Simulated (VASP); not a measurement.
# Ba2Tl5V3O12 (P-3m1) in VASP: a series of runs

The runs below take Ba2Tl5V3O12 through relaxation of cell and atoms, atomic charges, with PBEsol, PBE.

All numbers are computed with VASP 6.6.1; they aren't measurements. Logs are shortened: lines on timing, memory, paths and dates and some standing lists are left out, and cuts for length are marked.

## 1. The structure

Symmetry: P-3m1, No. 164, trigonal system. The conventional cell has a = 8.154 Å, b = 8.154 Å, c = 6.921 Å, α = 90.00°, β = 90.00°, γ = 120.00°. Ba (site symmetry 3m) is surrounded by 6 O at 2.80 Å. V (site symmetry 2/m) is surrounded by 4 O at 1.82 Å. Around Tl (site symmetry 2/m) lie 4 O at 2.53 Å. Tl (site symmetry 3m) is surrounded by 6 O at 2.73 Å and 3 V at 2.82 Å and 3 Tl at 3.03 Å. O (site symmetry 1) has 1 V at 1.82 Å as nearest neighbours.

The cell was built by a generator and needn't be a form met in nature.

## 2. Relaxation of cell and atoms, PBEsol, collinear spin, ferromagnetic start

Contents of INCAR:

```
SYSTEM = Ba2Tl5V3O12
PREC     = Accurate       ! precision mode
ENCUT    = 600            ! plane-wave cutoff, eV
EDIFF    = 1E-6           ! SCF threshold, eV
ISMEAR   = -1             ! smearing method
SIGMA    = 0.05           ! smearing width, eV
LREAL    = .FALSE.        ! projectors in reciprocal space
LASPH    = .TRUE.         ! aspherical terms in the spheres
NELM     = 120            ! most SCF steps
ALGO     = Normal         ! electronic algorithm
ISIF     = 3              ! what is computed and relaxed
LWAVE    = .FALSE.        ! write WAVECAR
LCHARG   = .FALSE.        ! write CHGCAR
ISPIN    = 2              ! spin polarisation
MAGMOM   = 0 0 2 2 2 0 0 0 0 0 0 0 0 0 0 0 0 0 0 0 0 0 ! initial moments
LORBIT   = 11             ! projections on sites
LMAXMIX  = 4              ! l up to which the mixer works
GGA      = PS             ! functional
IBRION   = 2              ! ionic algorithm
NSW      = 40             ! ionic steps
EDIFFG   = -0.01          ! ionic threshold
KPAR     = 4
```

Contents of KPOINTS:

```
Automatic mesh
0
G
  4 4 4
  0 0 0
```

Contents of POSCAR:

```
Ba2Tl5V3O12
1.0
    8.1542100000      0.0000000000      0.0000000000
   -4.0771100000      7.0617600000      0.0000000000
    0.0000000000      0.0000000000      6.9212800000
Ba V Tl O
2 3 5 12
Direct
    0.0000000000      0.0000000000      0.2355200000
    0.0000000000      0.0000000000      0.7644800000
    0.5000000000      0.0000000000      0.0000000000
    0.0000000000      0.5000000000      0.0000000000
    0.5000000000      0.5000000000      0.0000000000
    0.5000000000      0.0000000000      0.5000000000
    0.0000000000      0.5000000000      0.5000000000
    0.5000000000      0.5000000000      0.5000000000
    0.3333300000      0.6666700000      0.2248900000
    0.6666700000      0.3333300000      0.7751100000
    0.3389000000      0.3433400000      0.8144400000
    0.6566600000      0.9955600000      0.8144400000
    0.0044400000      0.6611000000      0.8144400000
    0.3433400000      0.3389000000      0.1855600000
    0.9955600000      0.6566600000      0.1855600000
    0.6611000000      0.0044400000      0.1855600000
    0.6611000000      0.6566600000      0.1855600000
    0.3433400000      0.0044400000      0.1855600000
    0.9955600000      0.3389000000      0.1855600000
    0.6566600000      0.6611000000      0.8144400000
    0.0044400000      0.3433400000      0.8144400000
    0.3389000000      0.9955600000      0.8144400000
```

Potentials or basis: VASP PAW PBE potentials, release 64 (Ba_sv, V_sv, Tl_d, O).

The run is started by

```bash
> cat potpaw_PBE.64/Ba_sv/POTCAR potpaw_PBE.64/V_sv/POTCAR potpaw_PBE.64/Tl_d/POTCAR potpaw_PBE.64/O/POTCAR > POTCAR
> mpirun -np 4 vasp_std > vasp.out
```

OUTCAR:

```text
SYSTEM = Ba2Tl5V3O12
   PREC = Accurate
   ENCUT = 600
   EDIFF = 1E-6
   ISMEAR = -1
   LREAL = .FALSE.
   LASPH = .TRUE.
   NELM = 120
   ISIF = 3
   ISPIN = 2
   LORBIT = 11
   GGA = PS
   IBRION = 2
   NSW = 40
   EDIFFG = -0.01

 ion  position               nearest neighbor table
   1  0.000  0.000  0.236-  18 2.80  16 2.80  14 2.80  17 2.80  19 2.80  15 2.80   2 3.26   2 3.66

   2  0.000  0.000  0.764-  12 2.80  22 2.80  20 2.80  11 2.80  13 2.80  21 2.80   1 3.26   1 3.66

   3  0.500  0.000  0.000-  16 1.82  22 1.82  18 1.82  12 1.82   9 2.82  10 2.82   6 3.46   6 3.46
[... 13 lines left out ...]
  10  0.667  0.333  0.775-  21 2.73  12 2.73  13 2.73  22 2.73  11 2.73  20 2.73   4 2.82   3 2.82
                             5 2.82   7 3.03   6 3.03   8 3.03
  11  0.339  0.343  0.814-   5 1.82   8 2.53  10 2.73   2 2.80
  12  0.657  0.996  0.814-   3 1.82   6 2.53  10 2.73   2 2.80
  13  0.004  0.661  0.814-   4 1.82   7 2.53  10 2.73   2 2.80
  14  0.343  0.339  0.186-   5 1.82   8 2.53   9 2.73   1 2.80
  15  0.996  0.657  0.186-   4 1.82   7 2.53   9 2.73   1 2.80
  16  0.661  0.004  0.186-   3 1.82   6 2.53   9 2.73   1 2.80
  17  0.661  0.657  0.186-   5 1.82   8 2.53   9 2.73   1 2.80
  18  0.343  0.004  0.186-   3 1.82   6 2.53   9 2.73   1 2.80
  19  0.996  0.339  0.186-   4 1.82   7 2.53   9 2.73   1 2.80
  20  0.657  0.661  0.814-   5 1.82   8 2.53  10 2.73   2 2.80
  21  0.004  0.343  0.814-   4 1.82   7 2.53  10 2.73   2 2.80
  22  0.339  0.996  0.814-   3 1.82   6 2.53  10 2.73   2 2.80

  LATTYP: Found a hexagonal cell.
 ALAT       =     8.1542100000
 C/A-ratio  =     0.8487983508

  Lattice vectors:

 A1 = (   8.1542100000,   0.0000000000,   0.0000000000)
 A2 = (  -4.0771100000,   7.0617600000,   0.0000000000)
 A3 = (   0.0000000000,   0.0000000000,   6.9212800000)

Analysis of symmetry for initial positions (statically):
=====================================================================
 Subroutine PRICEL returns:
 Original cell was already a primitive cell.

 Routine SETGRP: Setting up the symmetry group for a
 hexagonal supercell.

 Subroutine GETGRP returns: Found  4 space group operations
 (whereof  4 operations were pure point group operations)
 out of a pool of 24 trial point group operations.

The static configuration has the point symmetry C_2h.

Analysis of symmetry for dynamics (positions and initial velocities):
=====================================================================
 Subroutine PRICEL returns:
 Original cell was already a primitive cell.

 Routine SETGRP: Setting up the symmetry group for a
 hexagonal supercell.

 Subroutine GETGRP returns: Found  4 space group operations
 (whereof  4 operations were pure point group operations)
 out of a pool of 24 trial point group operations.

The dynamic configuration has the point symmetry C_2h.

Analysis of structural, dynamic, and magnetic symmetry:
=====================================================================
 Subroutine PRICEL returns:
 Original cell was already a primitive cell.

 Routine SETGRP: Setting up the symmetry group for a
 hexagonal supercell.

 Subroutine GETGRP returns: Found  4 space group operations
 (whereof  4 operations were pure point group operations)
 out of a pool of 24 trial point group operations.

The overall configuration has the point symmetry C_2h.

 Subroutine INISYM returns: Found  4 space group operations
 (whereof  4 operations are pure point group operations),
 and found     1 'primitive' translations

----------------------------------------------------------------------------------------

                                     Primitive cell

  volume of cell :     398.5486

  direct lattice vectors                    reciprocal lattice vectors
     8.154210000  0.000000000  0.000000000     0.122636037  0.070803966  0.000000000
    -4.077110000  7.061760000  0.000000000     0.000000000  0.141607758  0.000000000
     0.000000000  0.000000000  6.921280000     0.000000000  0.000000000  0.144481946

  length of vectors
     8.154210000  8.154218555  6.921280000     0.141607906  0.141607758  0.144481946

  position of ions in fractional coordinates (direct lattice)
[... 60 lines left out ...]
     0.000000000  0.035401939  0.000000000     0.000000000  0.250000000  0.000000000
     0.000000000  0.000000000  0.036120486     0.000000000  0.000000000  0.250000000

  Length of vectors
     0.035401977  0.035401939  0.036120486

  Shift w.r.t. Gamma in fractional coordinates (k-lattice)
     0.000000000  0.000000000  0.000000000

 Subroutine IBZKPT returns following result:
 ===========================================

 Found     24 irreducible k-points:

 Following reciprocal coordinates:
            Coordinates               Weight
  0.000000  0.000000  0.000000      1.000000
  0.250000  0.000000  0.000000      4.000000
 -0.250000  0.250000  0.000000      2.000000
  0.500000  0.000000  0.000000      2.000000
[... 23 lines left out ...]
   EDIFF  = 0.1E-05   stopping-criterion for ELM
   LREAL  =      F    real-space projection
   EDIFFG = -.1E-01   stopping-criterion for IOM
   NSW    =     40    number of steps for IOM
   IBRION =      2    ionic relax: 0-MD 1-quasi-New 2-CG
   NFREE  =      1    steps in history (QN), initial steepest desc. (CG)
   ISIF   =      3    stress and relaxation
   ISYM   =      2    0-nonsym 1-usesym 2-fastsym
   POTIM  = 0.5000    time-step for ionic-motion
   TEBEG  =    0.0;   TEEND  =   0.0 temperature during run
   PSTRESS=    0.0 pullay stress
   NELECT =     196.0000    total number of electrons
   NUPDOWN=      -1.0000    fix difference up-down
   EMIN   =  10.00;   EMAX   =-10.00  energy-range for DOS
   EFERMI =   0.00;   METHOD = LEGACY
   ISMEAR =    -1;   SIGMA  =   0.05  broadening in eV -4-tet -1-fermi 0-gaus
   EFERMI_NEDOS =   21; number of points for ismear=-14 and -15
   IALGO  =     38    algorithm
   IMIX   =      4    mixing-type and parameters
     AMIX     =   0.40;   BMIX     =  1.00
     AMIX_MAG =   1.60;   BMIX_MAG =  1.00
  volume/ion in A,a.u.               =      18.12       122.25
  Fermi-wavevector in a.u.,A,eV,Ry     =   1.292210  2.441923 22.719099  1.669807
  Thomas-Fermi vector in A             =   2.423932
   LORBIT       =     11    0 simple, 1 ext, 2 COOP (PROOUT), +10 PAW based schemes
   GGA     = PS    functional components
   LHFCALC =     F    Hartree Fock is set to
   AEXX    =    0.0000 exact exchange contribution
   IVDW    =     0    specifies the selected vdW correction
   LEPSILON=     F    determine dielectric tensor
   LRPA    =     F    only Hartree local field effects (RPA)
 conjugate gradient relaxation of ions
 spin polarized calculation
  energy-cutoff  :      600.00
  volume of cell :      398.55
 maximum number of plane-waves:     13336
 NGX is ok and might be reduce to    70
   NGX = 33   NGY = 33   NGZ = 27

--------------------------------------- Ionic step        1  -------------------------------------------

 number of electron     195.9999980 magnetization      -0.0002942

 number of electron     195.9999980 magnetization       0.0001369

 Free energy of the ion-electron system (eV)
  ---------------------------------------------------
  ext. energy  EPLUGINS =         0.00000000
  ---------------------------------------------------
  free energy    TOTEN  =      -135.48965774 eV

  energy without entropy =     -135.44017677  energy(sigma->0) =     -135.46491726

 E-fermi :   3.2134     XC(G=0):  -9.8951

 val. band max:        3.1656762397   @ k =   0.2500  -0.2500   0.2500
 cond. band min:       3.3038592371   @ k =   0.5000   0.5000   0.2500
 fundamental gap:      0.1381829974
 Fermi energy:         3.2133746600

 spin component 1

 k-point     1 :       0.0000    0.0000    0.0000
  band No.  band energies     occupation
      1     -61.2394      1.00000
      2     -61.2392      1.00000
      3     -61.2392      1.00000
      4     -35.2788      1.00000
      5     -35.2752      1.00000
      6     -35.2752      1.00000
[... 2701 lines left out ...]
    109       5.4604      0.00000
    110       5.4955      0.00000
 Fermi energy:         3.2133746600

 spin component 2

 k-point     1 :       0.0000    0.0000    0.0000
  band No.  band energies     occupation
      1     -61.2394      1.00000
      2     -61.2392      1.00000
      3     -61.2392      1.00000
      4     -35.2787      1.00000
      5     -35.2752      1.00000
      6     -35.2752      1.00000
[... 2701 lines left out ...]
    109       5.4604      0.00000
    110       5.4955      0.00000
 [bands above 110 left out]

------------------------ aborting loop because EDIFF is reached ----------------------------------------

  FORCE on cell =-STRESS in cart. coord.  units (eV):
  Direction    XX          YY          ZZ          XY          YZ          ZX
  --------------------------------------------------------------------------------------
  -------------------------------------------------------------------------------------
  Total       -8.3350828     -8.3351688     -8.5216601     -0.0000543     -0.0002210      0.0003827
  in kB      -33.5072846    -33.5076303    -34.2573313     -0.0002182     -0.0008883      0.0015383
  external PRESSURE =     -33.7574154 kB  Pullay stress =       0.0000000 kB

 VOLUME and BASIS-vectors are now :
 -----------------------------------------------------------------------------
  energy-cutoff  :      600.00
  volume of cell :      398.55
      direct lattice vectors                 reciprocal lattice vectors
     8.154210000  0.000000000  0.000000000     0.122636037  0.070803966  0.000000000
    -4.077110000  7.061760000  0.000000000     0.000000000  0.141607758  0.000000000
     0.000000000  0.000000000  6.921280000     0.000000000  0.000000000  0.144481946

 POSITION                                       TOTAL-FORCE (eV/Angst)
 -----------------------------------------------------------------------------------
      0.00000      0.00000      1.63010        -0.000024      0.000014     -0.017319
      0.00000      0.00000      5.29118         0.000024     -0.000014      0.017319
      4.07711      0.00000      0.00000        -0.000000     -0.000000      0.000000
     -2.03856      3.53088      0.00000        -0.000000     -0.000000      0.000000
      2.03855      3.53088      0.00000        -0.000000     -0.000000      0.000000
      4.07711      0.00000      3.46064        -0.000000     -0.000000      0.000000
     -2.03856      3.53088      3.46064        -0.000000     -0.000000      0.000000
      2.03855      3.53088      3.46064        -0.000000     -0.000000      0.000000
     -0.00004      4.70786      1.55653         0.000215     -0.000124     -0.005258
      4.07714      2.35390      5.36475        -0.000215      0.000124      0.005258
      1.36363      2.42458      5.63697         0.189344      0.152536      0.115014
      1.29554      7.03041      5.63697        -0.226804      0.087718
```

It took 2.4 h on 4 MPI ranks of Intel Xeon 6975P-C (Granite Rapids), shared host; peak memory 2.2 GiB.

Results:

* Free energy: -135.6831 eV
* Relaxed volume: 17.24 Å³/atom
* Relaxed cell: a = 8.017 Å, b = 8.017 Å, c = 6.813 Å, α = 90.00°, β = 90.00°, γ = 120.00°
* Space group after relaxing (to 0.05 Å): P-3m1 (No. 164)
* Energy gained by relaxing: 8.8 meV/atom
* Ionic steps: 14
* Pressure after relaxing: 0.0 GPa
* Largest force after relaxing: 0.009 eV/Å
* Band gap on the k mesh: none (metal or under the smearing width)
* Net moment: 0.00 μB per cell
* Valence electrons inside the program's atomic spheres: Ba 7.87; V 11.76; Tl 11.14, 11.28; O 4.92

Forces on the atoms (eV/Å):
```
Ba   0.000  0.000 -0.009
Ba   0.000  0.000  0.009
V    0.000  0.000  0.000
V    0.000  0.000  0.000
V    0.000  0.000  0.000
Tl   0.000  0.000  0.000
Tl   0.000  0.000  0.000
Tl   0.000  0.000  0.000
Tl   0.000  0.000  0.008
Tl   0.000  0.000 -0.008
O   -0.001  0.001  0.000
O    0.000 -0.001  0.000
O    0.001  0.001  0.000
O    0.001 -0.001  0.000
O   -0.001  0.000  0.000
O    0.000  0.001  0.000
O    0.001 -0.001  0.000
O    0.000  0.001  0.000
O   -0.001 -0.001  0.000
O   -0.001  0.001  0.000
O    0.001  0.000  0.000
O    0.000 -0.001  0.000
```

The path:
```tsv
step	energy change (eV)	largest force (eV/Å)	pressure (GPa)	volume (Å³)
1	0.0000	0.2690	-3.38	398.55
2	-0.0086	0.9496	2.95	376.93
3	-0.1337	0.3362	-0.37	387.29
4	-0.1827	0.1145	-0.12	382.18
5	-0.1867	0.1186	-0.01	380.18
6	-0.1908	0.0818	-0.02	379.76
7	-0.1922	0.0456	-0.02	379.28
8	-0.1922	0.0429	-0.02	379.32
9	-0.1932	0.0230	0.08	379.10
10	-0.1932	0.0240	0.09	379.05
11	-0.1932	0.0298	-0.13	379.59
12	-0.1934	0.0167	-0.01	379.30
13	-0.1934	0.0164	-0.01	379.30
14	-0.1935	0.0088	-0.01	379.27
```

Final structure:
```
CELL_PARAMETERS angstrom
8.01748 0.00001 0.00003
-4.00873 6.94335 -0.00003
0.00002 -0.00001 6.81300
ATOMIC_POSITIONS crystal
Ba 0.00000 0.00000 0.23875
Ba 0.00000 0.00000 0.76125
V 0.50000 0.00000 0.00000
V 0.00000 0.50000 0.00000
V 0.50000 0.50000 0.00000
Tl 0.50000 0.00000 0.50000
Tl 0.00000 0.50000 0.50000
Tl 0.50000 0.50000 0.50000
Tl 0.33333 0.66667 0.22666
Tl 0.66667 0.33333 0.77334
O 0.33829 0.34217 0.81199
O 0.65783 0.99612 0.81199
O 0.00388 0.66171 0.81199
O 0.34217 0.33829 0.18801
O 0.99612 0.65783 0.18801
O 0.66171 0.00388 0.18801
O 0.66171 0.65783 0.18801
O 0.34217 0.00388 0.18801
O 0.99612 0.33829 0.18801
O 0.65783 0.66171 0.81199
O 0.00388 0.34217 0.81199
O 0.33829 0.99612 0.81199
```

Caveat: the PAW data sets were made with another functional, which shifts forces and pressure a little; semilocal functionals often make such compounds metallic where correlation or magnetic order opens a gap, which also shifts bond lengths. With open d or f shells a metallic result of PBEsol can be an artefact of self-interaction; +U or a hybrid may open a gap.

## 3. Atomic charges, PBE, collinear spin, ferromagnetic start

Contents of INCAR:

```
SYSTEM = Ba2Tl5V3O12
PREC = Accurate
ENCUT = 520
EDIFF = 1E-6
ISMEAR = -1
SIGMA = 0.05
LREAL = .FALSE.
LASPH = .TRUE.
NELM = 120
ALGO = Normal
ISIF = 2
LWAVE = .FALSE.
LCHARG = .FALSE.
ISPIN = 2
MAGMOM = 0 0 2 2 2 0 0 0 0 0 0 0 0 0 0 0 0 0 0 0 0 0
LORBIT = 10
LMAXMIX = 4
GGA = PE
KPAR = 4
```

Contents of KPOINTS:

```
regular mesh
0
G
  4 4 4
  0 0 0
```

POSCAR is that of step 2.

Potentials or basis: VASP PAW PBE potentials, release 64 (Ba_sv, V_sv, Tl_d, O).

The run is started by

```bash
> cat potpaw_PBE.64/Ba_sv/POTCAR potpaw_PBE.64/V_sv/POTCAR potpaw_PBE.64/Tl_d/POTCAR potpaw_PBE.64/O/POTCAR > POTCAR
> mpirun -np 4 vasp_std > vasp.out
```

Wall time 12 min (4 MPI ranks of Intel Xeon 6975P-C (Granite Rapids), shared host); peak memory 1.8 GiB.

It converged, with:

```yaml
Free_energy: -127.7272 eV
Pressure: 0.7 GPa
Largest_force: 0.109 eV/Å
Band_gap_on_the_k_mesh: none (metal or under the smearing width)
Net_moment: 0.00 μB per cell
Valence_electrons_inside_the_program's_atomic_spheres: Ba 7.85; V 11.67; Tl 11.13, 11.25; O 4.93
```

Forces in eV/Å, atoms in the order of the input:
```
Ba   0.000  0.000  0.109
Ba   0.000  0.000 -0.109
V    0.000  0.000  0.000
V    0.000  0.000  0.000
V    0.000  0.000  0.000
Tl   0.000  0.000  0.000
Tl   0.000  0.000  0.000
Tl   0.000  0.000  0.000
Tl   0.000  0.000 -0.009
Tl   0.000  0.000  0.009
O    0.029 -0.005 -0.021
O   -0.010  0.027 -0.021
O   -0.019 -0.023 -0.021
O   -0.019  0.023  0.021
O    0.029  0.005  0.021
O   -0.010 -0.027  0.021
O   -0.029  0.005  0.021
O    0.010 -0.027  0.021
O    0.019  0.023  0.021
O    0.019 -0.023 -0.021
O   -0.029 -0.005 -0.021
O    0.010  0.027 -0.021
```

Stress tensor (GPa, compression positive):
```
0.52 0.00 0.00
0.00 0.52 0.00
0.00 0.00 1.18
```

Levels at points of the mesh, in eV from the Fermi level:
Spin up:
```csv
k point,band 94,band 95,band 96,band 97,band 98,band 99,band 100,band 101,band 102,band 103
"(0.00, 0.00, 0.00)",-0.69,-0.48,-0.48,-0.36,-0.12,0.18,0.76,0.76,0.90,1.44
"(0.50, 0.00, 0.00)",-0.82,-0.76,-0.55,-0.31,-0.30,-0.22,0.55,0.74,0.87,1.76
"(0.50, 0.50, 0.00)",-0.82,-0.76,-0.55,-0.31,-0.30,-0.22,0.55,0.74,0.87,1.76
"(0.00, 0.00, 0.50)",-0.65,-0.57,-0.34,0.30,0.74,0.74,0.75,0.75,1.57,1.79
"(0.50, 0.00, 0.50)",-0.75,-0.70,-0.51,-0.12,0.71,0.73,0.78,1.06,1.71,1.86
"(0.50, 0.50, 0.50)",-0.75,-0.70,-0.51,-0.12,0.71,0.73,0.78,1.06,1.71,1.86
```
Spin down:
| k point | band 95 | band 96 | band 97 | band 98 | band 99 | band 100 | band 101 | band 102 |
| --- | --- | --- | --- | --- | --- | --- | --- | --- |
| (0.00, 0.00, 0.00) | -0.48 | -0.48 | -0.36 | -0.12 | 0.18 | 0.76 | 0.76 | 0.90 |
| (0.50, 0.00, 0.00) | -0.76 | -0.55 | -0.31 | -0.30 | -0.22 | 0.55 | 0.74 | 0.87 |
| (0.50, 0.50, 0.00) | -0.76 | -0.55 | -0.31 | -0.30 | -0.22 | 0.55 | 0.74 | 0.87 |
| (0.00, 0.00, 0.50) | -0.57 | -0.34 | 0.30 | 0.74 | 0.74 | 0.75 | 0.75 | 1.57 |
| (0.50, 0.00, 0.50) | -0.70 | -0.51 | -0.12 | 0.71 | 0.73 | 0.78 | 1.06 | 1.71 |
| (0.50, 0.50, 0.50) | -0.70 | -0.51 | -0.12 | 0.71 | 0.73 | 0.78 | 1.06 | 1.71 |

Caveat: semilocal functionals often make such compounds metallic where correlation or magnetic order opens a gap, which also shifts bond lengths. Spin-orbit coupling is left out, which matters for the levels of Ba, Tl.
